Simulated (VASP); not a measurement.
A convergence study with VASP on Rh (fcc): one setting is varied, all else stays as given below, so the limit is that of these other settings.

```
Rh
1.0
    0.00000     1.90000     1.90000
    1.90000     0.00000     1.90000
    1.90000     1.90000     0.00000
Rh
1
Direct
  0.00000   0.00000   0.00000
```

Calculation: LDA (Ceperley-Alder, Perdew-Zunger), VASP's LDA PAW potentials (set 64) (plane waves; VASP). The tightest run used: 550 eV cut-off, 22×22×22 Monkhorst-Pack mesh, first-order Methfessel-Paxton smearing of 0.10 eV, potentials Rh_pv.

Question: The settings run are 1×1×1 mesh; 2×2×2 mesh; 3×3×3 mesh; 4×4×4 mesh; 5×5×5 mesh; 6×6×6 mesh; 7×7×7 mesh; 8×8×8 mesh; 9×9×9 mesh; 10×10×10 mesh; 11×11×11 mesh; 12×12×12 mesh; 13×13×13 mesh; 14×14×14 mesh; 15×15×15 mesh; 16×16×16 mesh; 17×17×17 mesh; 18×18×18 mesh; 19×19×19 mesh; 20×20×20 mesh; 21×21×21 mesh; 22×22×22 mesh. From which on does the stress (every component) stay within 0.5 GPa of the tightest run?

Answer: From 8×8×8 mesh on: it is off by 0.16 there and by no more than 0.5 in any finer run, while 7×7×7 mesh is off by 1.50.
| setting | E (eV/atom) | pressure (GPa) | irreducible k-points | difference judged (GPa) |
|---|---|---|---|---|
| 1×1×1 mesh | -13.4829 | 28.24 | 1 | 38.24 |
| 2×2×2 mesh | -9.2792 | -19.57 | 2 | 9.57 |
| 3×3×3 mesh | -7.2279 | 14.18 | 4 | 24.18 |
| 4×4×4 mesh | -8.6387 | -9.43 | 10 | 0.56 |
| 5×5×5 mesh | -8.5143 | -7.40 | 10 | 2.60 |
| 6×6×6 mesh | -8.6676 | -10.22 | 28 | 0.23 |
| 7×7×7 mesh | -8.7312 | -11.49 | 20 | 1.50 |
| 8×8×8 mesh | -8.6671 | -9.84 | 60 | 0.16 |
| 9×9×9 mesh | -8.6636 | -9.95 | 35 | 0.04 |
| 10×10×10 mesh | -8.6711 | -10.01 | 110 | 0.01 |
| 11×11×11 mesh | -8.6571 | -9.58 | 56 | 0.41 |
| 12×12×12 mesh | -8.6692 | -10.01 | 182 | 0.01 |
| 13×13×13 mesh | -8.6699 | -9.93 | 84 | 0.07 |
| 14×14×14 mesh | -8.6696 | -10.01 | 280 | 0.02 |
| 15×15×15 mesh | -8.6693 | -10.04 | 120 | 0.04 |
| 16×16×16 mesh | -8.6685 | -9.98 | 408 | 0.02 |
| 17×17×17 mesh | -8.6721 | -10.03 | 165 | 0.03 |
| 18×18×18 mesh | -8.6701 | -10.02 | 570 | 0.03 |
| 19×19×19 mesh | -8.6689 | -9.99 | 220 | 0.00 |
| 20×20×20 mesh | -8.6693 | -10.00 | 770 | 0.00 |
| 21×21×21 mesh | -8.6699 | -10.04 | 286 | 0.05 |
| 22×22×22 mesh | -8.6692 | -10.00 | 1012 | 0.00 |

Left out are rungs that failed or repeat a setting and relaxations that didn't move; long series are thinned to 24 rows.

The compound is Rh in the fcc structure. The cell was not relaxed at this level.
